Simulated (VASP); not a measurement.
```
CELL_PARAMETERS angstrom
      2.92731     0.00000     0.00000
      0.00000     2.92731     0.00000
      0.00000     0.00000     2.92731
ATOMIC_POSITIONS crystal
  Ti 0.00000 0.00000 0.00000
  Co 0.50000 0.50000 0.50000
```

Calculation: PBEsol GGA, VASP's PBE PAW potentials (set 64) (plane waves; VASP). Run with 480 eV cut-off, 12×12×12 Γ-centred mesh, first-order Methfessel-Paxton smearing of 0.10 eV, potentials Ti_sv Co.

Energy and stress use the plane-wave basis of the starting cell.

Problem. The ions, cell shape and volume at an external pressure of 30.0 GPa are relaxed. Give the cell that the relaxation ends in.

Solution. 
```
CELL_PARAMETERS angstrom
      2.81400     0.00000     0.00000
      0.00000     2.81400     0.00000
      0.00000     0.00000     2.81400
ATOMIC_POSITIONS crystal
  Ti 0.00000 0.00000 0.00000
  Co 0.50000 0.50000 0.50000
```
Space group Pm-3m (221), at a tolerance of 0.03 Å.

Problem. How do energy and volume change from the first to the last step?

Solution. The energy (σ→0) changes by +120.5 meV/atom and the volume by -11.2 %, in 5 ionic steps.

```csv
step,E(σ→0) (eV),max force (eV/Å),pressure (GPa),volume (Å³)
1,-16.8865,0.000,0.45,25.08
2,-14.3711,0.000,144.67,17.59
3,-16.6844,0.000,27.10,22.50
4,-16.6552,0.000,29.30,22.34
5,-16.6454,0.000,30.04,22.28
```

The compound is TiCo in the CsCl type structure. This run relaxes it under an external pressure of 30 GPa. Symmetry was kept, so distortions that lower it aren't found. The run is not spin-polarised, so no magnetic state was tried. The electron count is odd and the run is not spin-polarised, which forces a metal.
